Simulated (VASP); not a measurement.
Level of theory: PBEsol GGA, VASP's PBE PAW potentials (set 64) (plane waves; VASP 6.6.1).

VASP input:

**INCAR**
```
SYSTEM = CoO
ISPIN = 2   # spin-polarised
SIGMA = 0.1   # width (eV)
ISIF = 2   # forces and stress, cell fixed
LWAVE = F
MAGMOM = 4*3.0 4*0.0
LORBIT = 11
ALGO = Normal
GGA = PS
PREC = Accurate
LCHARG = F
LREAL = F   # projection in real space or not
NELM = 100   # most electronic steps
LMAXMIX = 4
ISMEAR = 0
ENCUT = 400   # plane-wave cut-off (eV)
LASPH = T   # aspherical one-centre terms
EDIFF = 1E-6   # SCF stop (eV)
```

File POSCAR:
```
CoO
2.9713420
  1.0000000000   0.0000000000   0.0000000000
 -1.0000000000   1.0000000000   0.0000000000
  0.0000000000   0.0000000000   6.1123896206
Co O
4 4
Direct
  1.0000000000   0.5000000000   0.4434530000
  0.0000000000   0.0000000000   0.3303600000
  1.0000000000   0.5000000000   0.6696400000
  0.0000000000   0.0000000000   0.5565470000
  0.0000000000   0.0000000000   0.4434530000
  1.0000000000   0.5000000000   0.3303600000
  0.0000000000   0.0000000000   0.6696400000
  1.0000000000   0.5000000000   0.5565470000
```

### KPOINTS
```
Regular mesh
0
gamma
7 7 1
```

POTCAR, in this order: Co O (PBE.64 set). Program: vasp_std.

Output of the run:

OSZICAR:
```
       N       E                     dE             d eps       ncg     rms          rms(c)
DAV:   1     0.573720773832E+03    0.57372E+03   -0.23426E+04  1680   0.124E+03
DAV:   2     0.406546734591E+02   -0.53307E+03   -0.48189E+03  1852   0.339E+02
DAV:   3    -0.612980719820E+02   -0.10195E+03   -0.97495E+02  2032   0.166E+02
DAV:   4    -0.659285558780E+02   -0.46305E+01   -0.45676E+01  1982   0.408E+01
DAV:   5    -0.660494141727E+02   -0.12086E+00   -0.12066E+00  2030   0.636E+00    0.316E+01
DAV:   6    -0.738173681816E+02   -0.77680E+01   -0.13215E+02  2456   0.136E+02    0.651E+01
DAV:   7    -0.638324426150E+02    0.99849E+01   -0.84661E+01  2190   0.129E+02    0.486E+01
DAV:   8    -0.563630374621E+02    0.74694E+01   -0.21899E+01  2430   0.827E+01    0.305E+01
DAV:   9    -0.592831977925E+02   -0.29202E+01   -0.30924E+01  2290   0.697E+01    0.387E+01
DAV:  10    -0.567434276843E+02    0.25398E+01   -0.35022E+00  2278   0.206E+01    0.262E+01
DAV:  11    -0.549117201749E+02    0.18317E+01   -0.45139E+00  2624   0.203E+01    0.624E+00
DAV:  12    -0.552517846009E+02   -0.34006E+00   -0.73094E-01  2468   0.697E+00    0.120E+01
DAV:  13    -0.550617929869E+02    0.18999E+00   -0.92669E-01  2386   0.121E+01    0.499E+00
DAV:  14    -0.551093416256E+02   -0.47549E-01   -0.50286E-02  1926   0.177E+00    0.477E+00
DAV:  15    -0.550934976510E+02    0.15844E-01   -0.40292E-02  2358   0.211E+00    0.207E+00
DAV:  16    -0.551089295926E+02   -0.15432E-01   -0.19203E-02  2334   0.198E+00    0.286E+00
DAV:  17    -0.550809785101E+02    0.27951E-01   -0.23881E-02  2200   0.168E+00    0.139E+00
DAV:  18    -0.550757818964E+02    0.51966E-02   -0.95959E-03  2302   0.818E-01    0.691E-01
DAV:  19    -0.550816254670E+02   -0.58436E-02   -0.21094E-03  2274   0.540E-01    0.533E-01
DAV:  20    -0.550935444631E+02   -0.11919E-01   -0.37086E-03  2324   0.902E-01    0.965E-01
DAV:  21    -0.551032116476E+02   -0.96672E-02   -0.14024E-03  2098   0.372E-01    0.826E-01
DAV:  22    -0.551106492516E+02   -0.74376E-02   -0.21504E-03  2324   0.540E-01    0.209E-01
DAV:  23    -0.551156712593E+02   -0.50220E-02   -0.10161E-03  2180   0.380E-01    0.178E-01
DAV:  24    -0.551170242176E+02   -0.13530E-02   -0.26290E-04  2168   0.141E-01    0.200E-01
DAV:  25    -0.551172504379E+02   -0.22622E-03   -0.78034E-05  2222   0.104E-01    0.101E-01
DAV:  26    -0.551173421347E+02   -0.91697E-04   -0.69072E-05  2418   0.835E-02    0.362E-02
DAV:  27    -0.551174121805E+02   -0.70046E-04   -0.13662E-05  1978   0.475E-02    0.295E-02
DAV:  28    -0.551174569069E+02   -0.44726E-04   -0.31157E-06  1582   0.257E-02    0.167E-02
DAV:  29    -0.551174909987E+02   -0.34092E-04   -0.16842E-06  1338   0.121E-02    0.708E-03
DAV:  30    -0.551175117474E+02   -0.20749E-04   -0.11090E-06  1264   0.636E-03    0.326E-03
DAV:  31    -0.551175332888E+02   -0.21541E-04   -0.66073E-07  1308   0.644E-03    0.213E-03
DAV:  32    -0.551175389685E+02   -0.56797E-05   -0.24149E-07  1276   0.346E-03    0.301E-03
DAV:  33    -0.551175432023E+02   -0.42338E-05   -0.12737E-07  1172   0.260E-03    0.260E-03
DAV:  34    -0.551175447994E+02   -0.15971E-05   -0.68852E-08  1216   0.266E-03    0.362E-03
DAV:  35    -0.551175454549E+02   -0.65547E-06   -0.45420E-08  1154   0.299E-03
   1 F= -.55117545E+02 E0= -.55084456E+02  d E =-.661795E-01  mag=    11.5847
```

File OUTCAR:
```
------------------------ aborting loop because EDIFF is reached ----------------------------------------
  FORCE on cell =-STRESS in cart. coord.  units (eV):
  Direction    XX          YY          ZZ          XY          YZ          ZX
  --------------------------------------------------------------------------------------
  Total       -8.7705474     -8.7705474     -2.1601704      0.0000000      0.0000000      0.0000000
  in kB      -87.6331309    -87.6331309    -21.5838862      0.0000000      0.0000000      0.0000000
  external PRESSURE =     -65.6167160 kB  Pullay stress =       0.0000000 kB
  volume of cell :      160.35
      direct lattice vectors                 reciprocal lattice vectors
     2.971342000  0.000000000  0.000000000     0.336548267  0.336548267  0.000000000
    -2.971342000  2.971342000  0.000000000     0.000000000  0.336548267  0.000000000
     0.000000000  0.000000000 18.162000000     0.000000000  0.000000000  0.055060015
 POSITION                                       TOTAL-FORCE (eV/Angst)
 -----------------------------------------------------------------------------------
     -1.48567      1.48567      8.05399        -0.000000      0.000000     -0.310764
      0.00000      0.00000      6.00000        -0.000000      0.000000      0.393514
     -1.48567      1.48567     12.16200         0.000000      0.000000     -0.393514
      0.00000      0.00000     10.10801        -0.000000      0.000000      0.310764
      0.00000      0.00000      8.05399         0.000000      0.000000     -0.166247
     -1.48567      1.48567      6.00000        -0.000000     -0.000000     -0.334502
      0.00000      0.00000     12.16200        -0.000000     -0.000000      0.334502
     -1.48567      1.48567     10.10801        -0.000000      0.000000      0.166247
 -----------------------------------------------------------------------------------
    total drift:                               -0.000000      0.000000      0.000000
  FREE ENERGIE OF THE ION-ELECTRON SYSTEM (eV)
  ---------------------------------------------------
  free  energy   TOTEN  =       -55.1175454549 eV

  energy  without entropy=      -55.0513659280  energy(sigma->0) =      -55.08445569

 total charge

# of ion       s       p       d       tot
------------------------------------------
    1        0.321   0.413   7.176   7.909
    2        0.298   0.345   7.160   7.803
    3        0.298   0.345   7.160   7.803
    4        0.321   0.413   7.176   7.909
    5        1.577   3.445   0.000   5.021
    6        1.576   3.394   0.000   4.970
    7        1.576   3.394   0.000   4.970
    8        1.577   3.445   0.000   5.021
--------------------------------------------------
tot          7.544  15.191  28.672  51.406

 magnetization (x)

# of ion       s       p       d       tot
------------------------------------------
    1        0.021   0.017   2.538   2.575
    2        0.026   0.025   2.397   2.448
    3        0.026   0.025   2.397   2.448
    4        0.021   0.017   2.538   2.575
    5        0.033   0.321   0.000   0.355
    6        0.024   0.246   0.000   0.270
    7        0.024   0.246   0.000   0.270
    8        0.033   0.321   0.000   0.355
--------------------------------------------------
tot          0.208   1.220   9.869  11.297
```
(Selected blocks of OUTCAR.)

At this cut-off the stress carries a Pulay error, which pulls relaxed volumes low. The cell holds a wide vacuum, so values per volume refer to the whole cell. The moments were started parallel, and other spin orders were not tried in this run.

The cell is a sheet with vacuum, built from a generated structure.
